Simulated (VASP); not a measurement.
Given:

```xyz
5
Lattice="4.8692 0.0000 0.0000 -2.4346 4.2168 0.0000 0.0000 0.0000 7.5869" Properties=species:S:1:pos:R:3 pbc="T T T"
Er     0.0000     2.8112     1.8717
Er     2.4346     1.4056     5.7152
Te     0.0000     0.0000     0.0000
Te     0.0000     2.8112     4.9087
Te     2.4346     1.4056     2.6782
```

Method: PBE GGA, VASP's PBE PAW potentials (set 64) (plane waves; VASP 6.6.1). Settings: 400 eV cut-off, 3×3×2 Γ-centred mesh, Gaussian smearing of 0.050 eV, potentials Er_3 Te.

The 4f electrons are frozen in the core of the lanthanide potential, so 4f levels, which can set the real gap, and their magnetism are missing.

### Question
Which forces act on the atoms, in eV/Å?

### Answer

```csv
atom,Fx,Fy,Fz
Er1,0.000,0.000,-0.737
Er2,0.000,0.000,0.737
Te3,0.000,0.000,0.000
Te4,0.000,0.000,-0.098
Te5,0.000,0.000,0.098
```

### Question
Give the stress tensor in GPa (positive for a compressed cell).

### Answer

```
3.63  0.00  0.00
0.00  3.63  0.00
0.00  0.00  4.82
```
The pressure is its mean diagonal, 4.02 GPa.

The structure was generated: Er2Te3 was put into the A-La2O3 type (P-3m1), which need not be its known phase. The cell was not relaxed at this level. The k-mesh is coarse (spacing up to 0.50 per Å, 2π included), so the numbers may not be converged in it. The run is one of a series of settings (KPOINTS 3×3×2 Γ-centred mesh against the base run), some of them coarse on purpose.
